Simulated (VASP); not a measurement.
Level of theory: r2SCAN meta-GGA, VASP's PBE PAW potentials (set 64) (plane waves; VASP 6.6.1).

A VASP calculation is set up with these files.

KPOINTS:
```
Automatic mesh
0
G
  10 10 10
0 0 0
```

### INCAR
```
SYSTEM=CaO
PREC=Accurate; ENCUT=600; LREAL=F
LASPH=T
EDIFF=1E-7; NELM=100; ALGO=Normal
LMIXTAU=T
ISMEAR=0; SIGMA=0.05
METAGGA=R2SCAN
IBRION=2; NSW=40; ISIF=3
EDIFFG=-0.01; PSTRESS=50
LWAVE=F; LCHARG=F
```

POSCAR:
```
CaO
1
    0.0000000000     2.3724284642     2.3724284642
    2.3724284642     0.0000000000     2.3724284642
    2.3724284642     2.3724284642     0.0000000000
Ca O
1 1
Direct
  0.0000000000   0.0000000000   0.0000000000
  0.5000000000   0.5000000000   0.5000000000
```

POTCAR, in this order: Ca_sv O (PBE.64 set). Program: vasp_std.

What VASP printed:

OUTCAR:
```
 ion  position               nearest neighbor table
   1  0.000  0.000  0.000-   2 2.37   2 2.37   2 2.37   2 2.37   2 2.37   2 2.37
   2  0.500  0.500  0.500-   1 2.37   1 2.37   1 2.37   1 2.37   1 2.37   1 2.37
  LATTYP: Found a face centered cubic cell.
 ALAT       =     4.7448569284
 Subroutine PRICEL returns:
 Original cell was already a primitive cell.
 Subroutine GETGRP returns: Found 48 space group operations
The static configuration has the point symmetry O_h .
The dynamic configuration has the point symmetry O_h .
 Subroutine INISYM returns: Found 48 space group operations
 Subroutine IBZKPT returns following result:
 Found     47 irreducible k-points:

 Following reciprocal coordinates:
            Coordinates               Weight
  0.000000  0.000000  0.000000      1.000000
  0.100000  0.000000  0.000000      8.000000
  0.200000  0.000000  0.000000      8.000000
  0.300000  0.000000  0.000000      8.000000
  0.400000  0.000000  0.000000      8.000000
  0.500000  0.000000  0.000000      4.000000
  0.100000  0.100000  0.000000      6.000000
  0.200000  0.100000  0.000000     24.000000
  0.300000  0.100000  0.000000     24.000000
  0.400000  0.100000  0.000000     24.000000
  0.500000  0.100000  0.000000     24.000000
 -0.400000  0.100000  0.000000     24.000000
 -0.300000  0.100000  0.000000     24.000000
 -0.200000  0.100000  0.000000     24.000000
 -0.100000  0.100000  0.000000     12.000000
  0.200000  0.200000  0.000000      6.000000
  0.300000  0.200000  0.000000     24.000000
  0.400000  0.200000  0.000000     24.000000
  0.500000  0.200000  0.000000     24.000000
 -0.400000  0.200000  0.000000     24.000000
 -0.300000  0.200000  0.000000     24.000000
 -0.200000  0.200000  0.000000     12.000000
  0.300000  0.300000  0.000000      6.000000
  0.400000  0.300000  0.000000     24.000000
  0.500000  0.300000  0.000000     24.000000
 -0.400000  0.300000  0.000000     24.000000
 -0.300000  0.300000  0.000000     12.000000
  0.400000  0.400000  0.000000      6.000000
  0.500000  0.400000  0.000000     24.000000
 -0.400000  0.400000  0.000000     12.000000
  0.500000  0.500000  0.000000      3.000000
  0.300000  0.200000  0.100000     24.000000
  0.400000  0.200000  0.100000     48.000000
  0.500000  0.200000  0.100000     48.000000
 -0.400000  0.200000  0.100000     24.000000
  0.400000  0.300000  0.100000     24.000000
  0.500000  0.300000  0.100000     48.000000
 -0.400000  0.300000  0.100000     48.000000
 -0.300000  0.300000  0.100000     48.000000
 -0.200000  0.300000  0.100000     24.000000
   k-points           NKPTS =     47   k-points in BZ     NKDIM =     47   number of bands    NBANDS=     12
   number of dos      NEDOS =    301   number of ions     NIONS =      2
   total plane-waves  NPLWV =  21952
   dimension x,y,z NGX =    28 NGY =   28 NGZ =   28
   dimension x,y,z NGXF=    56 NGYF=   56 NGZF=   56
   ions per type =               1   1
   PREC   = accura    normal or accurate (medium, high low for compatibility)
   ISTART =      0    job   : 0-new  1-cont  2-samecut
   ICHARG =      2    charge: 1-file 2-atom 10-const
   ISPIN  =      1    spin polarized calculation?
   LNONCOLLINEAR =      F non collinear calculations
   LSORBIT =      F    spin-orbit coupling
   INIWAV =      1    electr: 0-lowe 1-rand  2-diag
   ENCUT  =  600.0 eV  44.10 Ry    6.64 a.u.   6.70  6.70  6.70*2*pi/ulx,y,z
   NELM   =    100;   NELMIN=  2; NELMDL= -5     # of ELM steps
   EDIFF  = 0.1E-06   stopping-criterion for ELM
   LREAL  =      F    real-space projection
   NLSPLINE    = F    spline interpolate recip. space projectors
   LMAXMIX     =    2 max onsite mixed and CHGCAR
...
```

OSZICAR:
```
       N       E                     dE             d eps       ncg     rms          rms(c)
DAV:   1     0.134619751827E+03    0.13462E+03   -0.96720E+03  1128   0.156E+03
DAV:   2    -0.175735804651E+02   -0.15219E+03   -0.14311E+03  1272   0.371E+02
DAV:   3    -0.249799396471E+02   -0.74064E+01   -0.73483E+01  1436   0.850E+01
DAV:   4    -0.252812364242E+02   -0.30130E+00   -0.30093E+00  1760   0.148E+01
DAV:   5    -0.252837634768E+02   -0.25271E-02   -0.25269E-02  1376   0.144E+00    0.769E+00
DAV:   6    -0.194380431204E+02    0.58457E+01   -0.54271E+00  1352   0.310E+01    0.276E+00
DAV:   7    -0.195859736349E+02   -0.14793E+00   -0.15635E+00  1604   0.125E+01    0.236E+00
DAV:   8    -0.202349331877E+02   -0.64896E+00   -0.18903E+00  1480   0.155E+01    0.221E+00
DAV:   9    -0.193515605333E+02    0.88337E+00   -0.83221E-01  1612   0.110E+01    0.262E-01
DAV:  10    -0.194406110757E+02   -0.89051E-01   -0.65490E-02  1360   0.310E+00    0.131E-01
DAV:  11    -0.194405784604E+02    0.32615E-04   -0.93906E-04  1532   0.338E-01    0.124E-01
DAV:  12    -0.194390359311E+02    0.15425E-02   -0.81213E-04  1452   0.389E-01    0.104E-01
DAV:  13    -0.194393757784E+02   -0.33985E-03   -0.13459E-03  1472   0.410E-01    0.657E-02
DAV:  14    -0.194394760069E+02   -0.10023E-03   -0.92741E-05  1208   0.122E-01    0.590E-02
DAV:  15    -0.194395146375E+02   -0.38631E-04   -0.26562E-05  1356   0.733E-02    0.428E-02
DAV:  16    -0.194395167274E+02   -0.20899E-05   -0.11510E-06  1732   0.115E-02    0.408E-02
DAV:  17    -0.194395118539E+02    0.48735E-05   -0.67832E-06  1168   0.294E-02    0.380E-02
DAV:  18    -0.194395336656E+02   -0.21812E-04   -0.19788E-05  1156   0.605E-02    0.908E-03
DAV:  19    -0.194395353953E+02   -0.17297E-05   -0.27352E-06  1656   0.179E-02    0.382E-03
DAV:  20    -0.194395343855E+02    0.10098E-05   -0.40395E-07  1156   0.788E-03    0.332E-03
DAV:  21    -0.194395357106E+02   -0.13251E-05   -0.56137E-07  1144   0.881E-03    0.729E-04
DAV:  22    -0.194395353185E+02    0.39212E-06   -0.50400E-08   744   0.361E-03    0.988E-04
DAV:  23    -0.194395354918E+02   -0.17327E-06   -0.97895E-09   580   0.121E-03    0.718E-04
DAV:  24    -0.194395353072E+02    0.18461E-06   -0.82497E-09   576   0.126E-03    0.325E-04
DAV:  25    -0.194395353082E+02   -0.10562E-08   -0.49276E-09   568   0.103E-03
   1 F= -.18606106E+02 E0= -.18606106E+02  d E =-.186061E+02
```

File OUTCAR:
```
------------------------ aborting loop because EDIFF is reached ----------------------------------------
  FORCE on cell =-STRESS in cart. coord.  units (eV):
  Direction    XX          YY          ZZ          XY          YZ          ZX
  --------------------------------------------------------------------------------------
  Total        0.8373578      0.8373578      0.8373578     -0.0000000      0.0000000      0.0000000
  in kB       50.2356769     50.2356769     50.2356769     -0.0000000      0.0000000      0.0000000
  external PRESSURE =       0.2356769 kB  Pullay stress =      50.0000000 kB
  volume of cell :       26.71
      direct lattice vectors                 reciprocal lattice vectors
     0.000000000  2.372428464  2.372428464    -0.210754511  0.210754511  0.210754511
     2.372428464  0.000000000  2.372428464     0.210754511 -0.210754511  0.210754511
     2.372428464  2.372428464  0.000000000     0.210754511  0.210754511 -0.210754511
  FREE ENERGIE OF THE ION-ELECTRON SYSTEM (eV)
  ---------------------------------------------------
  free  energy   TOTEN  =       -19.4395353082 eV

  energy  without entropy=      -19.4395353082  energy(sigma->0) =      -19.43953531
  enthalpy is  TOTEN    =       -18.6061059483 eV   P V=        0.8334293600

 reached required accuracy - stopping structural energy minimisation
```
(Selected blocks of OUTCAR.)

The compound is CaO in the rock salt structure. It was relaxed first under an external pressure of 5 GPa.
